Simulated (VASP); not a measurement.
Level of theory: PBEsol GGA, VASP's PBE PAW potentials (set 64) (plane waves; VASP 6.6.1).

A VASP calculation is set up with these files.

File POSCAR:
```
Li3Ga2
1
    2.1557950000     1.2446490000     4.5654000000
   -2.1557950000     1.2446490000     4.5654000000
    0.0000000000    -2.4892980000     4.5654000000
Li Ga
3 2
Direct
  0.5890250000   0.5888400000   0.6079560000
  0.4058340000   0.3740610000   0.4330630000
  0.0159240000   0.0061080000  -0.0270210000
  0.2016420000   0.1987900000   0.1891400000
  0.7875760000   0.8322020000   0.7968610000
```

**KPOINTS**
```
K-points
0
Gamma
6 6 6
```

**INCAR**
```
ALGO = Normal   ! blocked Davidson
LREAL = .FALSE.   ! projection in real space or not
ENCUT = 400
ISIF = 2
PREC = Accurate
LWAVE = .FALSE.
GGA = PS
LMAXMIX = 4   ! l cut-off of mixed one-centre charges
LASPH = .TRUE.
EDIFF = 1E-6   ! SCF stop (eV)
ISMEAR = 0
SYSTEM = Li3Ga2
LCHARG = .FALSE.
SIGMA = 0.136   ! width (eV)
NELM = 100
```

POTCAR, in this order: Li_sv Ga_d (PBE.64 set). Program: vasp_std.

At this cut-off the stress carries a Pulay error, which pulls relaxed volumes low.

What does the run give for the energy per atom (σ→0), pressure, largest force, band gap (on the k-mesh)?

| Quantity | Result |
|---|---|
| energy per atom (σ→0) | -2.837 eV/atom |
| band gap (on the k-mesh) | none (metal, semimetal or under 0.01 eV) |
| pressure | -22.8 kbar |
| largest force | 0.954 eV/Å |

### OSZICAR
```
...
DAV:   6    -0.142301021406E+02    0.20272E+00   -0.52937E-01  5892   0.107E+01    0.133E+00
DAV:   7    -0.141946024224E+02    0.35500E-01   -0.70128E-02  6971   0.283E+00    0.425E-01
DAV:   8    -0.141902160644E+02    0.43864E-02   -0.18230E-02  8834   0.125E+00    0.843E-02
DAV:   9    -0.141902512763E+02   -0.35212E-04   -0.15338E-03  6091   0.484E-01    0.497E-02
DAV:  10    -0.141902378193E+02    0.13457E-04   -0.18018E-04  8159   0.351E-01    0.943E-03
DAV:  11    -0.141902383347E+02   -0.51544E-06   -0.26093E-05  6916   0.162E-01    0.450E-03
DAV:  12    -0.141902384110E+02   -0.76307E-07   -0.55931E-06  5881   0.218E-02
   1 F= -.14190238E+02 E0= -.14185177E+02  d E =-.101238E-01
```

The structure comes from a computed database's Li3Ga2 entry; how it stands against other phases isn't given here. The cell was not relaxed at this level, atoms are displaced from their ideal sites. The run is one of a series of settings (GGA = PS, POTCAR Li_sv Ga_d (PBE.64 set) against the base run), some of them coarse on purpose. The electron count is odd and the run is not spin-polarised, which forces a metal.
